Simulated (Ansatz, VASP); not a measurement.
## H4RuCl in VASP and in Ansatz

```
H Ru Cl
1.0
     0.00000    2.85145    2.85145
     2.85145    0.00000    2.85145
     2.85145    2.85145    0.00000
H Ru Cl
4 1 1
Direct
  0.33857 0.33857 0.33857
  0.98429 0.33857 0.33857
  0.33857 0.33857 0.98429
  0.33857 0.98429 0.33857
  0.00000 0.00000 0.00000
  0.75000 0.75000 0.75000
```

Change from the starting cell: species swapped into the CaErAl4 type (F-43m, No. 216).

Alike in both runs: functional PBE; k mesh 12 × 12 × 12; occupations gaussian, width 0.1 eV; no spin polarisation.

Ansatz relaxed the structure, and its values are those at the end. VASP's run is a single point on that final structure, the one shown.

|  | VASP | Ansatz |
| --- | --- | --- |
| version | VASP 6.6.1 | Ansatz 0.2.0 |
| potentials or method | VASP PAW PBE potentials, release 64 (H, Ru_pv, Cl) | scalar-relativistic, plane waves, PAW |
| plane-wave cutoff (eV) | 520 | 420 |
| valence electrons in the cell | 25 | 27 |

Ansatz gave:

```
gap on the k mesh at the Fermi level (eV) : none
pressure (GPa)                            : 0.0
```

Which values does VASP return?

gap on the k mesh at the Fermi level (eV): none; pressure (GPa): -0.1.

A gap of «none» marks a metal or a gap that the smearing closes. The two sets of potentials don't hold the same shells in valence.

Caveats: an odd number of electrons without spin polarisation forces a metal; a magnetic or distorted state may lie lower.
